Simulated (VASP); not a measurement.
Method: PBEsol GGA, VASP's PBE PAW potentials (set 64) (plane waves; VASP).

VASP input:

**KPOINTS**
```
Regular mesh
0
Gamma
4 4 6
```

### POSCAR
```
Sr(SiAg)2
1
   -2.1917550000     2.1917550000     5.2562550000
    2.1917550000    -2.1917550000     5.2562550000
    2.1917550000     2.1917550000    -5.2562550000
Sr Si Ag
1 2 2
Direct
 -0.0071960000   0.0007950000  -0.0009950000
  0.6240940000   0.6184480000   0.0153130000
  0.3987250000   0.3930250000   0.0109280000
  0.7350960000   0.2420390000   0.4854450000
  0.2492800000   0.7456940000   0.4893090000
```

**INCAR**
```
ALGO=Normal
EDIFF=1E-6
ENCUT=300
GGA=PS
ISIF=2
ISMEAR=-1
LASPH=.True.
LCHARG=.False.
LMAXMIX=4
LREAL=.False.
LWAVE=.False.
NELM=100
PREC=Accurate
SIGMA=0.05
SYSTEM=Sr(SiAg)2
```

POTCAR, in this order: Sr_sv Si Ag (PBE.64 set). Program: vasp_std.

What VASP printed:

File OSZICAR:
```
       N       E                     dE             d eps       ncg     rms          rms(c)
DAV:   1     0.149896885490E+03    0.14990E+03   -0.14190E+04  2496   0.101E+03
DAV:   2    -0.184280799665E+02   -0.16832E+03   -0.16516E+03  2904   0.243E+02
DAV:   3    -0.242118382813E+02   -0.57838E+01   -0.57089E+01  3872   0.431E+01
DAV:   4    -0.243142071608E+02   -0.10237E+00   -0.10234E+00  3376   0.497E+00
DAV:   5    -0.243157739009E+02   -0.15667E-02   -0.15667E-02  3584   0.542E-01    0.252E+01
DAV:   6    -0.219586231725E+02    0.23572E+01   -0.22431E+01  2984   0.400E+01    0.139E+01
DAV:   7    -0.217808168720E+02    0.17781E+00   -0.23432E+00  2752   0.131E+01    0.640E+00
DAV:   8    -0.217657025823E+02    0.15114E-01   -0.14940E-01  3288   0.241E+00    0.180E+00
DAV:   9    -0.217539011671E+02    0.11801E-01   -0.52820E-02  3016   0.208E+00    0.290E-01
DAV:  10    -0.217540731180E+02   -0.17195E-03   -0.30663E-03  3168   0.319E-01    0.128E-01
DAV:  11    -0.217540831491E+02   -0.10031E-04   -0.20925E-04  3840   0.910E-02    0.399E-02
DAV:  12    -0.217540823068E+02    0.84229E-06   -0.16185E-05  3200   0.237E-02    0.155E-02
DAV:  13    -0.217540828751E+02   -0.56825E-06   -0.14506E-06  2872   0.753E-03
   1 F= -.21754083E+02 E0= -.21749490E+02  d E =-.918501E-02
```

**OUTCAR**
```
------------------------ aborting loop because EDIFF is reached ----------------------------------------
  FORCE on cell =-STRESS in cart. coord.  units (eV):
  Direction    XX          YY          ZZ          XY          YZ          ZX
  --------------------------------------------------------------------------------------
  Total       -1.6459206     -1.6256294     -1.5273553     -0.0506727      0.0037298     -0.0561090
  in kB      -26.1095283    -25.7876466    -24.2287071     -0.8038299      0.0591668     -0.8900677
  external PRESSURE =     -25.3752940 kB  Pullay stress =       0.0000000 kB
  volume of cell :      101.00
      direct lattice vectors                 reciprocal lattice vectors
    -2.191755000  2.191755000  5.256255000     0.000000000  0.228127688  0.095124761
     2.191755000 -2.191755000  5.256255000     0.228127688  0.000000000  0.095124761
     2.191755000  2.191755000 -5.256255000     0.228127688  0.228127688  0.000000000
 POSITION                                       TOTAL-FORCE (eV/Angst)
 -----------------------------------------------------------------------------------
      0.01533      4.36381     -0.02842        -0.037687      0.180315      0.123155
      0.02119      0.04594      6.45063        -0.132167     -0.243010     -0.016840
      0.01146      0.03644      4.10420        -0.097344     -0.268781     -0.192812
     -0.01668      2.14464      2.58445         0.125155      0.206436      0.147400
      2.16046     -0.01557      2.65790         0.142043      0.125039     -0.060904
 -----------------------------------------------------------------------------------
    total drift:                               -0.000017     -0.000016     -0.000364
  FREE ENERGIE OF THE ION-ELECTRON SYSTEM (eV)
  ---------------------------------------------------
  free  energy   TOTEN  =       -21.7540828751 eV

  energy  without entropy=      -21.7448978670  energy(sigma->0) =      -21.74949037
```
(Selected blocks of OUTCAR.)

At this cut-off the stress carries a Pulay error, which pulls relaxed volumes low.

The structure comes from a computed database's Ag2SrSi2 entry; how it stands against other phases isn't given here. The cell was not relaxed at this level, atoms are displaced from their ideal sites. The k-mesh is coarse (spacing up to 0.39 per Å, 2π included), so the numbers may not be converged in it.
